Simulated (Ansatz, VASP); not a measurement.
# Cross-check of Te4Pt3 between VASP and Ansatz, part 2 of 2

Aim: how closely do two programs agree when they are given the same cell, functional and k mesh?

VASP 6.6.1 and Ansatz 0.2.0.

So far: Starting point; Ansatz: relaxation of cell and atoms, PBEsol.

**3. VASP: relaxation of cell and atoms, PBEsol**

Level of this step: PBEsol; plane waves and PAW (Pt, Te) (VASP).

The same cell, functional, mesh and smearing now go to VASP, with its own data sets and cutoff.

Lines of VASP's logs that name or quote its potential files are left out, and so is its time.

INCAR reads:

```
SYSTEM = Te4Pt3
PREC = Accurate
ENCUT = 350
EDIFF = 1E-06
NELM = 120
ISMEAR = 0
SIGMA = 0.05
LREAL = .FALSE.
ALGO = Normal
GGA = PS
NBANDS = 34
LORBIT = 11
LWAVE = .FALSE.
LCHARG = .FALSE.
KPAR = 4
IBRION = 2
NSW = 40
ISIF = 3
EDIFFG = -0.02
POTIM = 0.4
```

POSCAR reads:

```
Te4Pt3
1.0
    1.9940000000      1.1512364368     11.7966666667
   -1.9940000000      1.1512364368     11.7966666667
    0.0000000000     -2.3024728735     11.7966666667
Pt Te
3 4
Direct
    0.8540000000      0.8540000000      0.8540000000
    0.1460000000      0.1460000000      0.1460000000
    0.0000000000      0.0000000000      0.0000000000
    0.7050000000      0.7050000000      0.7050000000
    0.2950000000      0.2950000000      0.2950000000
    0.5570000000      0.5570000000      0.5570000000
    0.4430000000      0.4430000000      0.4430000000
```

KPOINTS reads:

```
Automatic mesh
0
Gamma
6 6 6
0 0 0
```

Potentials, in the order of the species: Pt and Te (PBE family, release 64).

On the command line:

```
mpirun -np 4 vasp_std
```

Numbers of over 12 decimals in the logs are rounded to 6 here.

What it wrote:

```text
[banner, memory and clock lines left out]
running    4 mpi-ranks, on    1 nodes
 distrk:  each k-point on    1 cores,    4 groups
 distr:  one band on    1 cores,    1 groups

 POSCAR found type information on POSCAR PtTe
 POSCAR found :  2 types and       7 ions
|                                                                             |
|               ----> ADVICE to this user running VASP <----                  |
|                                                                             |
|     You enforced a specific xc type in the INCAR file but a different       |
|     [... a line on the potential file left out ...]
|     I HOPE YOU KNOW WHAT YOU ARE DOING!                                     |
|                                                                             |

 LDA part: xc-table for (Slater+PW92), standard interpolation
 POSCAR, INCAR and KPOINTS ok, starting setup
 FFT: planning ... GRIDC
 FFT: planning ... GRID_SOFT
 FFT: planning ... GRID
 WAVECAR not read
 entering main loop
       N       E                     dE             d eps       ncg     rms          rms(c)
DAV:   1     0.231360564068E+03    0.23136E+03   -0.18516E+04  2208   0.998E+02
DAV:   2    -0.256011895558E+02   -0.25696E+03   -0.24809E+03  2658   0.215E+02
DAV:   3    -0.386803727369E+02   -0.13079E+02   -0.12871E+02  2634   0.480E+01
DAV:   4    -0.389135566774E+02   -0.23318E+00   -0.23256E+00  2688   0.709E+00
DAV:   5    -0.389176614954E+02   -0.41048E-02   -0.41013E-02  2580   0.916E-01    0.209E+01
DAV:   6    -0.379417571927E+02    0.97590E+00   -0.50043E+00  2342   0.149E+01    0.131E+01
DAV:   7    -0.377824143718E+02    0.15934E+00   -0.18097E+00  2246   0.101E+01    0.419E+00
DAV:   8    -0.376436921267E+02    0.13872E+00   -0.45291E-01  2290   0.501E+00    0.161E+00
DAV:   9    -0.376405920102E+02    0.31001E-02   -0.71917E-02  2366   0.147E+00    0.842E-01
DAV:  10    -0.376398061454E+02    0.78586E-03   -0.68717E-03  2442   0.485E-01    0.261E-01
DAV:  11    -0.376394764758E+02    0.32967E-03   -0.20863E-03  2512   0.317E-01    0.115E-01
DAV:  12    -0.376394471697E+02    0.29306E-04   -0.42552E-04  2524   0.144E-01    0.314E-02
DAV:  13    -0.376394470503E+02    0.11945E-06   -0.36297E-05  2334   0.324E-02    0.195E-02
DAV:  14    -0.376394467508E+02    0.29946E-06   -0.46781E-06  2370   0.124E-02
   1 F= -.37639447E+02 E0= -.37638234E+02  d E =-.376394E+02
[... from here on, the cycles between the ionic steps are left out ...]
   2 F= -.37664028E+02 E0= -.37662550E+02  d E =-.245817E-01
   3 F= -.37669802E+02 E0= -.37668453E+02  d E =-.303556E-01
   4 F= -.37693898E+02 E0= -.37692437E+02  d E =-.240956E-01
   5 F= -.37699199E+02 E0= -.37697631E+02  d E =-.293968E-01
   6 F= -.37704219E+02 E0= -.37702727E+02  d E =-.501968E-02
   7 F= -.37705548E+02 E0= -.37704156E+02  d E =-.634929E-02
   8 F= -.37706185E+02 E0= -.37704749E+02  d E =-.637005E-03
   9 F= -.37706889E+02 E0= -.37705471E+02  d E =-.134033E-02
  10 F= -.37707354E+02 E0= -.37705901E+02  d E =-.464889E-03
  11 F= -.37707632E+02 E0= -.37706125E+02  d E =-.743238E-03
  12 F= -.37707706E+02 E0= -.37706210E+02  d E =-.740162E-04
  13 F= -.37707718E+02 E0= -.37706219E+02  d E =-.861132E-04
 curvature:  -0.53 expect dE=-0.624E-04 dE for cont linesearch -0.100E-06
 trial: gam= 0.54887 g(F)=  0.713E-04 g(S)=  0.461E-04 ort = 0.727E-05 (trialstep = 0.105E+01)
 search vector abs. value=  0.210E-03
 bond charge predicted
       N       E                     dE             d eps       ncg     rms          rms(c)
DAV:   1    -0.377078806336E+02   -0.16203E-03   -0.20397E-02  2192   0.627E-01    0.108E-01
DAV:   2    -0.377078299081E+02    0.50726E-04   -0.83900E-04  2356   0.176E-01    0.498E-02
DAV:   3    -0.377078137899E+02    0.16118E-04   -0.67653E-05  2388   0.555E-02    0.179E-02
DAV:   4    -0.377078080120E+02    0.57778E-05   -0.16606E-05  2374   0.198E-02    0.142E-02
DAV:   5    -0.377078072035E+02    0.80851E-06   -0.31159E-06  1862   0.104E-02
  14 F= -.37707807E+02 E0= -.37706303E+02  d E =-.891198E-04
 trial-energy change:   -0.000089  1 .order   -0.000088   -0.000127   -0.000049
 step:   1.6944(harm=  1.6944)  dis= 0.00213  next Energy=   -37.707821 (dE=-0.103E-03)
 reached required accuracy - stopping structural energy minimisation
```

OUTCAR, selected parts (step 3):

```text
ion  position               nearest neighbor table
   1  0.854  0.854  0.854-   6 2.64   6 2.64   6 2.64   2 2.73   2 2.73   2 2.73   7 3.59   7 3.59
                             7 3.59
   2  0.146  0.146  0.146-   7 2.64   7 2.64   7 2.64   1 2.73   1 2.73   1 2.73   6 3.59   6 3.59
                             6 3.59
   3  0.000  0.000  0.000-   4 2.67   5 2.67   4 2.67   4 2.67   5 2.67   5 2.67
   4  0.705  0.705  0.705-   3 2.67   3 2.67   3 2.67   7 3.42   7 3.42   7 3.42   5 3.56   5 3.56
                             5 3.56
   5  0.295  0.295  0.295-   3 2.67   3 2.67   3 2.67   6 3.42   6 3.42   6 3.42   4 3.56   4 3.56
                             4 3.56
   6  0.557  0.557  0.557-   1 2.64   1 2.64   1 2.64   5 3.42   5 3.42   5 3.42   2 3.59   2 3.59
                             2 3.59
   7  0.443  0.443  0.443-   2 2.64   2 2.64   2 2.64   4 3.42   4 3.42   4 3.42   1 3.59   1 3.59
                             1 3.59

  LATTYP: Found a trigonal (rhomboedric) cell.
 ALAT       =    12.0192647770
 COS(alpha) =     0.9449541606

 Subroutine GETGRP returns: Found 12 space group operations
 (whereof 12 operations were pure point group operations)

The static configuration has the point symmetry D_3d.

 Found     32 irreducible k-points:

   k-points           NKPTS =     32   k-points in BZ     NKDIM =     32   number of bands    NBANDS=     34

   dimension x,y,z NGX =    80 NGY =   80 NGZ =   80
   dimension x,y,z NGXF=   160 NGYF=  160 NGZF=  160

   ENCUT  =  350.0 eV  25.72 Ry    5.07 a.u.  18.33 18.33 18.33*2*pi/ulx,y,z

   NELECT =      54.0000    total number of electrons

 k-points in reciprocal lattice and weights: Automatic mesh
   0.00000000  0.00000000  0.00000000       0.005
   0.16666667  0.00000000  0.00000000       0.028
   0.33333333  0.00000000  0.00000000       0.028
   0.50000000  0.00000000 -0.00000000       0.014
   0.16666667  0.16666667  0.00000000       0.028
   0.33333333  0.16666667 -0.00000000       0.056
   0.50000000  0.16666667  0.00000000       0.056
  -0.33333333  0.16666667  0.00000000       0.056
  -0.16666667  0.16666667  0.00000000       0.028
[...]
-0.33333333  0.50000000  0.33333333       0.028
   0.50000000  0.50000000  0.50000000       0.005

 average (electrostatic) potential at core
       1 -65.3444       2 -65.3444       3 -65.9725       4 -86.3244       5 -86.3244
       6 -86.3377       7 -86.3377

 E-fermi :   8.4727

 k-point     1 :       0.0000    0.0000    0.0000
  band No.  band energies     occupation
    ...
     20       6.5685      2.00000
     21       6.6964      2.00000
     22       6.8027      2.00000
     23       7.8970      2.00000
     24       7.8970      2.00000
     25       9.1406      0.00000
     26       9.1406      0.00000
     27       9.7479      0.00000
     28      10.5165      0.00000
     29      10.5165      0.00000
    ...

 k-point     2 :       0.1667    0.0000    0.0000
  band No.  band energies     occupation
    ...
     21       6.7709      2.00000
     22       7.0337      2.00000
     23       7.5516      2.00000
     24       7.5661      2.00000
     25       7.7896      2.00000
     26       8.6456      0.00000
     27       9.0226      0.00000
     28       9.6653      0.00000
     29       9.7851      0.00000
     30      10.3678      0.00000
    ...

 k-point     3 :       0.3333    0.0000    0.0000
  band No.  band energies     occupation
    ...
     23       6.6572      2.00000
     24       6.6728      2.00000
     25       7.1398      2.00000
     26       7.3354      2.00000
     27       7.8472      2.00000
     28       9.0084      0.00000
     29       9.8178      0.00000
     30       9.9724      0.00000
     31      10.5125      0.00000
     32      11.3126      0.00000
    ...

  Total       -0.0370622     -0.0370622     -0.0142412     -0.0000000     -0.0000000      0.0000000
  in kB       -0.3659808     -0.3659808     -0.1406285     -0.0000000     -0.0000000      0.0000000
  external PRESSURE =      -0.2908634 kB  Pullay stress =       0.0000000 kB

  energy-cutoff  :      350.00
  volume of cell :      162.25
      direct lattice vectors                 reciprocal lattice vectors
     1.997382918  1.153189566 11.740041339     0.250327564  0.144526686  0.028392859
    -1.997382918  1.153189566 11.740041339    -0.250327564  0.144526686  0.028392859
    -0.000000000 -2.306379131 11.740041339     0.000000000 -0.289053373  0.028392859

 POSITION                                       TOTAL-FORCE (eV/Angst)
 -----------------------------------------------------------------------------------
     -0.00000      0.00000     30.06814         0.000000     -0.000000     -0.008368
     -0.00000      0.00000      5.15198        -0.000000      0.000000      0.008368
      0.00000      0.00000      0.00000         0.000000      0.000000      0.000000
     -0.00000      0.00000     24.84381         0.000000     -0.000000     -0.006531
     -0.00000      0.00000     10.37632        -0.000000      0.000000      0.006531
     -0.00000      0.00000     19.53063         0.000000     -0.000000     -0.008963
     -0.00000      0.00000     15.68950        -0.000000      0.000000      0.008963
 -----------------------------------------------------------------------------------
    total drift:                               -0.000000      0.000000      0.000000

  FREE ENERGIE OF THE ION-ELECTRON SYSTEM (eV)
  ---------------------------------------------------
  free  energy   TOTEN  =       -37.7078072035 eV

  energy  without entropy=      -37.7047995951  energy(sigma->0) =      -37.70630340

 reached required accuracy - stopping structural energy minimisation

 total charge
# of ion       s       p       d       tot
------------------------------------------
    1        0.677   0.589   8.141   9.407
    2        0.677   0.589   8.141   9.407
    3        0.680   0.660   8.093   9.433
    4        1.395   1.862   0.073   3.329
    5        1.395   1.862   0.073   3.329
    6        1.394   1.843   0.091   3.329
    7        1.394   1.843   0.091   3.329
--------------------------------------------------
tot          7.612   9.248  24.703  41.563

[... 3 further parts left out ...]
```

The run keeps the 12 symmetry operations of its start, so it cannot find a distortion of lower symmetry.

**4. Differences**

Known differences besides the potentials themselves: both relaxations stop at a tolerance, which leaves soft axes loose, and VASP keeps its plane-wave basis; the data sets hold 118 valence electrons in Ansatz (default PAW (the set named soft_2) files) and 54 in VASP; the cutoff is 420 eV in Ansatz and 350 eV in VASP; Ansatz makes its cores anew for this functional, VASP keeps those of its PBE data sets; VASP leaves aspherical gradient terms in its spheres out (LASPH is not set), Ansatz keeps them; Ansatz adds a Pulay correction to the stress that steers its cell, VASP none. Total energies have different zeros and are not compared.

The two programs side by side:

| quantity | Ansatz | VASP | difference |
| --- | --- | --- | --- |
| volume (Å³) | 163.04 | 162.25 | +0.49 % |
| edge a after relaxation, in the typed setting (Å) | 12.003 | 11.964 | +0.32 % |

The walks stopped with 0.00 GPa left in Ansatz and -0.03 GPa in VASP; each walk ends within a tolerance, so the volume difference is uncertain by about these residues over the bulk modulus, most in soft cells.

**5. Results**

```
difference in volume (relaxation of cell and atoms, PBEsol) : 0.49 %
```

What this shows: The difference in volume is 0.49 % (relaxation of cell and atoms, PBEsol), within the 1.2 % picked in this series as the mark of a large difference, as far as the stopping tolerances let one tell. Such differences can come from data sets, numerical settings and the points named under the comparisons, not from the functional's error against experiment.

[Lines on the potential files, build, host, timing and source positions are cut from VASP's logs without a mark.]

[Logs are printed without paths, hosts, clocks, repeated set-up lines and the standing remarks that a program may print on its own settings, such as how far it seeks lower states.]

[Hosts, paths, dates, database ids (printed as entryN), source tags and the programs' standing remarks are cut or masked in the printed files.]
